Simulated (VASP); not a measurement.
Output of a VASP run:

**OSZICAR**
```
...
       N       E                     dE             d eps       ncg     rms          rms(c)
RMM:   1    -0.911386554958E-02   -0.91139E-02    0.29791E-02  8250   0.699E-01
RMM:   2    -0.814161893138E-02    0.97225E-03   -0.73332E-04  6039   0.150E-01    0.495E-02
RMM:   3    -0.806136512138E-02    0.80254E-04   -0.35942E-04  5477   0.871E-02    0.220E-02
RMM:   4    -0.809494629504E-02   -0.33581E-04   -0.10515E-04  6058   0.405E-02    0.837E-03
RMM:   5    -0.808879096859E-02    0.61553E-05   -0.73097E-06  5541   0.175E-02    0.293E-03
RMM:   6    -0.809444070936E-02   -0.56497E-05   -0.23608E-06  5835   0.838E-03    0.112E-03
RMM:   7    -0.808930676287E-02    0.51339E-05   -0.49110E-07  5769   0.340E-03    0.205E-04
RMM:   8    -0.808933840361E-02   -0.31641E-07   -0.32760E-08  6479   0.924E-04    0.197E-04
RMM:   9    -0.808961353842E-02   -0.27513E-06   -0.24174E-09  6152   0.264E-04    0.558E-05
RMM:  10    -0.808971283133E-02   -0.99293E-07   -0.17186E-09  6423   0.106E-04    0.172E-05
RMM:  11    -0.808971946808E-02   -0.66367E-08   -0.12274E-09  6722   0.328E-05    0.596E-06
 Linear response progress:
  Degree of freedom:   5/  6
       N       E                     dE             d eps       ncg     rms          rms(c)
RMM:   1    -0.779634383852E-02   -0.77963E-02    0.13176E-02 24223   0.652E-01
RMM:   2    -0.721426223807E-02    0.58208E-03   -0.51483E-04 17140   0.139E-01    0.584E-02
RMM:   3    -0.720796639186E-02    0.62958E-05   -0.17994E-04 16062   0.640E-02    0.297E-02
RMM:   4    -0.730458664219E-02   -0.96620E-04   -0.12369E-04 15891   0.476E-02    0.727E-03
RMM:   5    -0.730120433740E-02    0.33823E-05   -0.49718E-06 17102   0.134E-02    0.199E-03
RMM:   6    -0.730735481307E-02   -0.61505E-05   -0.74157E-07 17599   0.381E-03    0.889E-04
RMM:   7    -0.730555515560E-02    0.17997E-05   -0.10767E-07 18656   0.131E-03    0.314E-04
RMM:   8    -0.730590818989E-02   -0.35303E-06   -0.33136E-08 18693   0.333E-04    0.102E-04
RMM:   9    -0.730584188891E-02    0.66301E-07   -0.75190E-09 18959   0.928E-05    0.471E-05
RMM:  10    -0.730585162861E-02   -0.97397E-08   -0.20195E-09 19244   0.360E-05    0.623E-06
 Linear response progress:
  Degree of freedom:   6/  6
       N       E                     dE             d eps       ncg     rms          rms(c)
RMM:   1    -0.993680315652E-02   -0.99368E-02    0.24221E-02 13342   0.985E-01
RMM:   2    -0.883902663672E-02    0.10978E-02   -0.11635E-03 10367   0.201E-01    0.743E-02
RMM:   3    -0.870707389715E-02    0.13195E-03   -0.63667E-04  9342   0.128E-01    0.350E-02
RMM:   4    -0.877445697352E-02   -0.67383E-04   -0.16864E-04  9955   0.595E-02    0.140E-02
RMM:   5    -0.878001641123E-02   -0.55594E-05   -0.14569E-05  9882   0.253E-02    0.397E-03
RMM:   6    -0.879279370816E-02   -0.12777E-04   -0.51856E-06  9970   0.128E-02    0.167E-03
RMM:   7    -0.878675986362E-02    0.60338E-05   -0.80805E-07 10099   0.493E-03    0.300E-04
RMM:   8    -0.878765985335E-02   -0.89999E-06   -0.55297E-08 11106   0.126E-03    0.222E-04
RMM:   9    -0.878760032976E-02    0.59524E-07   -0.34152E-09 11044   0.349E-04    0.390E-05
RMM:  10    -0.878754904236E-02    0.51287E-07    0.19880E-09 11028   0.123E-04    0.348E-05
RMM:  11    -0.878755843029E-02   -0.93879E-08   -0.14599E-10 10754   0.509E-05    0.563E-06
 Linear response finished
```

File OUTCAR:
```
------------------------ aborting loop because EDIFF is reached ----------------------------------------

   1 f  =   10.470696 THz    65.789324 2PiTHz  349.264830 cm-1    43.303300 meV
             X         Y         Z           dx          dy          dz
      0.000000  0.000000  0.000000     0.000000    0.000000    0.000000
      0.000000  0.000000  4.251295     0.000000    0.000000    0.000000
     -0.000000  1.917100  2.125647     0.156900    0.689480    0.000000
      1.917100 -0.000000  2.125647    -0.156900   -0.689480   -0.000000

   2 f  =   10.470696 THz    65.789324 2PiTHz  349.264830 cm-1    43.303300 meV
             X         Y         Z           dx          dy          dz
      0.000000  0.000000  0.000000     0.000000    0.000000   -0.000000
      0.000000  0.000000  4.251295     0.000000    0.000000   -0.000000
     -0.000000  1.917100  2.125647     0.689480   -0.156900    0.000000
      1.917100 -0.000000  2.125647    -0.689480    0.156900    0.000000

   3 f  =    9.726389 THz    61.112707 2PiTHz  324.437429 cm-1    40.225096 meV
             X         Y         Z           dx          dy          dz
      0.000000  0.000000  0.000000    -0.000881   -0.295025    0.000000
      0.000000  0.000000  4.251295     0.002828    0.946721    0.000000
     -0.000000  1.917100  2.125647    -0.000273   -0.091299   -0.000000
      1.917100 -0.000000  2.125647    -0.000273   -0.091299   -0.000000

   4 f  =    9.726389 THz    61.112707 2PiTHz  324.437429 cm-1    40.225096 meV
             X         Y         Z           dx          dy          dz
      0.000000  0.000000  0.000000     0.295025   -0.000881    0.000000
      0.000000  0.000000  4.251295    -0.946721    0.002828   -0.000000
     -0.000000  1.917100  2.125647     0.091299   -0.000273    0.000000
      1.917100 -0.000000  2.125647     0.091299   -0.000273    0.000000

   5 f  =    9.041659 THz    56.810418 2PiTHz  301.597277 cm-1    37.393280 meV
             X         Y         Z           dx          dy          dz
      0.000000  0.000000  0.000000     0.000000    0.000000    0.282545
      0.000000  0.000000  4.251295    -0.000000   -0.000000    0.459348
     -0.000000  1.917100  2.125647     0.000000   -0.000000   -0.595470
      1.917100 -0.000000  2.125647    -0.000000    0.000000   -0.595470

   6 f  =    8.324135 THz    52.302080 2PiTHz  277.663243 cm-1    34.425839 meV
             X         Y         Z           dx          dy          dz
      0.000000  0.000000  0.000000     0.000000    0.000000    0.000000
      0.000000  0.000000  4.251295    -0.000000   -0.000000    0.000000
     -0.000000  1.917100  2.125647     0.000000    0.000000   -0.707107
      1.917100 -0.000000  2.125647    -0.000000   -0.000000    0.707107

   7 f  =    6.033966 THz    37.912528 2PiTHz  201.271451 cm-1    24.954468 meV
             X         Y         Z           dx          dy          dz
      0.000000  0.000000  0.000000     0.004413    0.471031   -0.000000
      0.000000  0.000000  4.251295     0.000249    0.026543    0.000000
     -0.000000  1.917100  2.125647    -0.005841   -0.623433    0.000000
      1.917100 -0.000000  2.125647    -0.005841   -0.623433    0.000000

   8 f  =    6.033966 THz    37.912528 2PiTHz  201.271451 cm-1    24.954468 meV
             X         Y         Z           dx          dy          dz
      0.000000  0.000000  0.000000    -0.471031    0.004413    0.000000
      0.000000  0.000000  4.251295    -0.026543    0.000249   -0.000000
     -0.000000  1.917100  2.125647     0.623433   -0.005841   -0.000000
      1.917100 -0.000000  2.125647     0.623433   -0.005841   -0.000000

   9 f  =    4.718236 THz    29.645549 2PiTHz  157.383402 cm-1    19.513046 meV
             X         Y         Z           dx          dy          dz
      0.000000  0.000000  0.000000     0.000000    0.000000    0.478744
      0.000000  0.000000  4.251295     0.000000    0.000000   -0.828268
     -0.000000  1.917100  2.125647     0.000000   -0.000000   -0.205885
      1.917100 -0.000000  2.125647    -0.000000   -0.000000   -0.205885

  10 f/i=    0.000483 THz     0.003036 2PiTHz    0.016117 cm-1     0.001998 meV
             X         Y         Z           dx          dy          dz
      0.000000  0.000000  0.000000    -0.000000    0.000000   -0.831248
      0.000000  0.000000  4.251295    -0.000000    0.000000   -0.320894
     -0.000000  1.917100  2.125647    -0.000000    0.000000   -0.320979
...
```
(Selected blocks of OUTCAR.)

### POSCAR
```
TaAl3
1
   -1.9171000000     1.9171000000     4.2512950000
    1.9171000000    -1.9171000000     4.2512950000
    1.9171000000     1.9171000000    -4.2512950000
Ta Al
1 3
Direct
  0.0000000000   0.0000000000   0.0000000000
  0.5000000000   0.5000000000   0.0000000000
  0.7500000000   0.2500000000   0.5000000000
  0.2500000000   0.7500000000   0.5000000000
```

**Question.** Reconstruct the remaining input files.

**Answer.** This is not unique; one that fits is the input of the run itself, LDA (Ceperley-Alder, Perdew-Zunger), plane waves, VASP's LDA PAW potentials (set 64).

**KPOINTS**
```
Automatic mesh
0
Gamma
11 11 11
0 0 0
```

### INCAR
```
PREC  =  Accurate
IBRION  =  8
LREAL  =  .False.   # projection in real space or not
SIGMA  =  0.1
ALGO  =  Normal
LASPH  =  .True.
NSW  =  1   # most ionic steps
SYSTEM  =  TaAl3
ENCUT  =  300   # plane-wave cut-off (eV)
ISMEAR  =  0   # Gaussian
NELM  =  100
ISIF  =  2   # forces and stress, cell fixed
EDIFF  =  1E-8
LCHARG  =  .False.
LEPSILON  =  .False.
LWAVE  =  .False.
LMAXMIX  =  6   # l cut-off of mixed one-centre charges
```

POTCAR, in this order: Ta_pv Al (LDA.64 set). Program: vasp_std.

At this cut-off the stress carries a Pulay error, which pulls relaxed volumes low.

The structure comes from a computed database's TaAl3 entry; how it stands against other phases isn't given here. The cell was not relaxed at this level. The run is one of a series of settings (EDIFF = 1E-8, GGA removed, IBRION = 8, LEPSILON = .FALSE., NSW = 1, POTCAR Ta_pv Al (LDA.64 set) against the base run), some of them coarse on purpose.
